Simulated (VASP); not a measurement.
Level of theory: LDA (Ceperley-Alder, Perdew-Zunger), VASP's LDA PAW potentials (set 64) (plane waves; VASP).

A VASP calculation is set up with these files.

POSCAR:
```
ZrH2
6.2127450
  0.2475023520   0.1428954512   0.9582920271
 -0.2475023520   0.1428954512   0.9582920271
  0.0000000000  -0.2857910634   0.9582920271
Zr H
1 2
direct
  0.0000000000   0.0000000000   0.0000000000
  0.7523000000   0.7523000000   0.7523000000
  0.5810000000   0.5810000000   0.5810000000
```

INCAR:
```
SYSTEM = ZrH2
PREC = Accurate
ENCUT = 300
EDIFF = 1E-6
NELM = 100
ALGO = Normal
LREAL = .FALSE.
LASPH = .TRUE.
ISMEAR = -1
SIGMA = 0.1
LMAXMIX = 4
LWAVE = .FALSE.
LCHARG = .FALSE.
ISIF = 2
```

### KPOINTS
```
kpoints
0
gamma
8 8 8
0 0 0
```

POTCAR, in this order: Zr_sv H (LDA.64 set). Program: vasp_std.

What VASP printed:

### OSZICAR
```
       N       E                     dE             d eps       ncg     rms          rms(c)
DAV:   1     0.557781025791E+02    0.55778E+02   -0.55201E+03  1542   0.787E+02
DAV:   2    -0.138109061375E+02   -0.69589E+02   -0.67259E+02  1646   0.222E+02
DAV:   3    -0.168818227071E+02   -0.30709E+01   -0.29952E+01  2177   0.399E+01
DAV:   4    -0.169879957083E+02   -0.10617E+00   -0.10581E+00  1813   0.717E+00
DAV:   5    -0.169910919993E+02   -0.30963E-02   -0.30958E-02  2141   0.103E+00    0.111E+01
DAV:   6    -0.160667573345E+02    0.92433E+00   -0.13784E+00  1583   0.955E+00    0.424E+00
DAV:   7    -0.158863155821E+02    0.18044E+00   -0.54462E-01  1856   0.535E+00    0.861E-01
DAV:   8    -0.158738517887E+02    0.12464E-01   -0.55136E-02  1691   0.175E+00    0.211E-01
DAV:   9    -0.158735333115E+02    0.31848E-03   -0.17978E-03  1775   0.343E-01    0.966E-02
DAV:  10    -0.158736129649E+02   -0.79653E-04   -0.35462E-04  1724   0.160E-01    0.323E-02
DAV:  11    -0.158736257622E+02   -0.12797E-04   -0.50317E-05  1639   0.514E-02    0.159E-02
DAV:  12    -0.158736270289E+02   -0.12666E-05   -0.14098E-05  1791   0.368E-02    0.300E-03
DAV:  13    -0.158736271474E+02   -0.11850E-06   -0.50087E-07   862   0.640E-03
   1 F= -.15873627E+02 E0= -.15854889E+02  d E =-.374761E-01
```

**OUTCAR**
```
------------------------ aborting loop because EDIFF is reached ----------------------------------------
  FORCE on cell =-STRESS in cart. coord.  units (eV):
  Direction    XX          YY          ZZ          XY          YZ          ZX
  --------------------------------------------------------------------------------------
  Total       -2.9926651     -2.9926632     -4.2368692      0.0000000      0.0000002     -0.0000000
  in kB      -98.3266165    -98.3265550   -139.2060258      0.0000000      0.0000078     -0.0000000
  external PRESSURE =    -111.9530658 kB  Pullay stress =       0.0000000 kB
  volume of cell :       48.76
      direct lattice vectors                 reciprocal lattice vectors
     1.537669000  0.887773000  5.953624000     0.325167510  0.187735608  0.055988318
    -1.537669000  0.887773000  5.953624000    -0.325167510  0.187735608  0.055988318
     0.000000000 -1.775547000  5.953624000     0.000000000 -0.375471216  0.055988287
 POSITION                                       TOTAL-FORCE (eV/Angst)
 -----------------------------------------------------------------------------------
      0.00000      0.00000      0.00000         0.000000      0.000000     -0.003816
      0.00000     -0.00000     13.43673         0.000000      0.000000     -1.160005
      0.00000     -0.00000     10.37717         0.000000     -0.000000      1.163822
 -----------------------------------------------------------------------------------
    total drift:                               -0.000000     -0.000002     -0.000020
  FREE ENERGIE OF THE ION-ELECTRON SYSTEM (eV)
  ---------------------------------------------------
  free  energy   TOTEN  =       -15.8736271474 eV

  energy  without entropy=      -15.8361510763  energy(sigma->0) =      -15.85488911
```
(Selected blocks of OUTCAR.)

At this cut-off the stress carries a Pulay error, which pulls relaxed volumes low.

The structure was generated: ZrH2 was put into an ordered model structure, which need not be its known phase. The cell was not relaxed at this level. The run is one of a series of settings (GGA removed, POTCAR Zr_sv H (LDA.64 set) against the base run), some of them coarse on purpose.
